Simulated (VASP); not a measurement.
A run of VASP 6.6.1 is set up as follows.

INCAR

```
PREC = Accurate
ENCUT = 600
EDIFF = 1E-6
ISMEAR = 0
SIGMA = 0.1
LREAL = False
LASPH = True
NELM = 100
ALGO = Fast
ISIF = 3
LWAVE = False
LCHARG = False
GGA = PE
IBRION = 2
NSW = 100
EDIFFG = -0.01
```

The input KPOINTS:

```
Automatic mesh
0
Gamma
  12 12 8
```

The input POSCAR:

```
Be2B3
1.0
    3.4278124712      0.0000000000      0.0000000000
   -1.7139062356      2.9685726794      0.0000000000
    0.0000000000      0.0000000000      4.4791849891
Be B
2 3
Direct
    0.0000000000      0.0000000000      0.2357035487
    0.0000000000      0.0000000000      0.7642964513
    0.5000000000      0.0000000000      0.5000000000
    0.0000000000      0.5000000000      0.5000000000
    0.5000000000      0.5000000000      0.5000000000
```

Potentials or basis: VASP PAW PBE potentials, release 64 (Be, B).

Launch:

```console
$ cat potpaw_PBE.64/Be/POTCAR potpaw_PBE.64/B/POTCAR > POTCAR
$ mpirun -np 1 vasp_std > vasp.out
```

Problem. Predict the relaxed volume.

Solution. 9.21 Å³/atom.

Problem. Predict the band gap on the k mesh.

Solution. None (metal or under the smearing width).

Problem. Predict the relaxed cell.

Solution. a = 3.409 Å, b = 3.409 Å, c = 4.573 Å, α = 90.00°, β = 90.00°, γ = 120.00°.

Problem. What does it give for the space group after relaxing (to 0.05 Å)?

Solution. P6/mmm (No. 191).

Step by step:
```
step  energy change (eV)  largest force (eV/Å)  pressure (GPa)  volume (Å³)
   1              0.0000                0.2634           -0.46        45.58
   2             -0.0109                0.0813            0.93        45.40
   3             -0.0117                0.0142            1.44        45.34
   4             -0.0148                0.0589            0.12        45.86
   5             -0.0148                0.0717           -0.12        45.95
   6             -0.0153                0.0086           -0.04        46.03
```
